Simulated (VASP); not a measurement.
Here is the system:

```
Fe
1.0
   -1.39815     1.39815     1.39815
    1.39815    -1.39815     1.39815
    1.39815     1.39815    -1.39815
Fe
1
Direct
  0.00000   0.00000   0.00000
```
Starting moments (μB, in the order of the record's atoms Fe): 2.1.

Calculation: revTPSS meta-GGA, VASP's PBE PAW potentials (set 64) (plane waves; VASP 6.6.1). Settings: 520 eV cut-off, 20×20×20 Γ-centred mesh, tetrahedra with Blöchl corrections, potentials Fe.

### Question
Give the spin-up energies of bands 1 to 6 at the high-symmetry points, in eV from the Fermi level.

### Answer

| band | Γ | H | N | P |
|---|---|---|---|---|
| 1 | -8.76 | -5.23 | -5.24 | -3.44 |
| 2 | -2.43 | -5.23 | -3.59 | -3.44 |
| 3 | -2.43 | 0.15 | -1.10 | -3.44 |
| 4 | -2.43 | 0.15 | -1.00 | -0.96 |
| 5 | -1.21 | 0.15 | 0.40 | -0.96 |
| 6 | -1.21 | 10.22 | 0.44 | 8.82 |

### Question
Give the spin-down energies of bands 1 to 6 at the high-symmetry points, in eV from the Fermi level.

### Answer

```json
[
 {"band": "1", "Γ": "-8.52", "H": "-3.18", "N": "-3.85", "P": "-1.99"},
 {"band": "2", "Γ": "-0.44", "H": "-3.18", "N": "-1.82", "P": "-1.99"},
 {"band": "3", "Γ": "-0.44", "H": "2.43", "N": "0.58", "P": "-1.99"},
 {"band": "4", "Γ": "-0.44", "H": "2.43", "N": "1.71", "P": "2.25"},
 {"band": "5", "Γ": "1.90", "H": "2.43", "N": "2.19", "P": "2.25"},
 {"band": "6", "Γ": "1.90", "H": "10.51", "N": "2.75", "P": "9.82"}
]
```

It has no gap at this level: it comes out as a metal or semimetal.

The compound is Fe in the bcc structure. It was relaxed first, which changed the volume by -8 %.
